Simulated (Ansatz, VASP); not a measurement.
# One calculation of BeRhS3, two programs

```
Be Rh S
1.0
     3.23125    0.00000    0.00000
     0.00000    3.23125    0.00000
     0.00000    0.00000    8.75856
Be Rh S
1 1 3
Cartesian
  0.0000 0.0000 4.3793
  1.6156 1.6156 4.3793
  1.6156 1.6156 2.1212
  1.6156 1.6156 6.6374
  1.6156 1.6156 0.0000
```

Alike in both runs: functional PBE; k mesh 12 × 12 × 4; occupations gaussian, width 0.1 eV; no spin polarisation.

Ansatz relaxed the structure, and its values are those at the end. VASP's run is a single point on that final structure, the one shown.

```csv
,VASP,Ansatz
version,VASP 6.6.1,Ansatz 0.2.0
potentials or method,"VASP PAW PBE potentials, release 64 (Be, Rh_pv, S)","scalar-relativistic, plane waves, PAW"
plane-wave cutoff (eV),520,420
valence electrons in the cell,35,37
```

```csv
,VASP,Ansatz,Ansatz less VASP
gap on the k mesh at the Fermi level (eV),none,none,-
pressure (GPa),-0.1,0.0,+0.15
rms of the force components (eV/Å),0.007,0.000,-0.0067
```

A gap of «none» marks a metal or a gap that the smearing closes. The two sets of potentials don't hold the same shells in valence.
